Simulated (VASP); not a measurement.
Here is the system:

```
Mg2Si
1.0
    0.00000     3.17500     3.17500
    3.17500     0.00000     3.17500
    3.17500     3.17500     0.00000
Mg Si
2 1
Direct
  0.25000   0.25000   0.25000
  0.75000   0.75000   0.75000
  0.00000   0.00000   0.00000
```

Level of theory: PBE GGA, VASP's PBE PAW potentials (set 64) (plane waves; VASP). Numerical set-up: 400 eV cut-off, 5×5×5 Monkhorst-Pack mesh, Gaussian smearing of 0.050 eV, potentials Mg Si.

Question: Estimate the energy per atom (σ→0).

Answer: 
- energy per atom (σ→0) = -2.953 eV/atom

The compound is Mg2Si in the antifluorite structure. The cell was not relaxed at this level. The run is one of a series of settings (KPOINTS 5×5×5 Monkhorst-Pack mesh against the base run), some of them coarse on purpose.
